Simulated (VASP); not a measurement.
Here is the system:

```
CdSe
1.0
    2.17459    -3.76650     0.00000
    2.17459     3.76650     0.00000
    0.00000     0.00000     7.08440
Cd Se
2 2
Direct
  0.66667   0.33333   0.50002
  0.33333   0.66667   0.00002
  0.66667   0.33333   0.87598
  0.33333   0.66667   0.37598
```

Computed with r2SCAN meta-GGA, VASP's PBE PAW potentials (set 64) (plane waves; VASP). Numerical set-up: 520 eV cut-off, 7×7×4 Γ-centred mesh, tetrahedra with Blöchl corrections, potentials Cd Se.

Problem. Predict the energy per atom (σ→0), band gap (over mesh and band path) with the smallest direct gap where there is one.

Solution. 
The band gap (over mesh and band path) is 1.08 eV, the smallest direct gap (over mesh and band path) is 1.08 eV and the energy per atom (σ→0) comes out as -17.958 eV/atom.

Only differences to runs with the same potentials and settings are physical.

The compound is CdSe in the wurtzite structure. It was relaxed first.
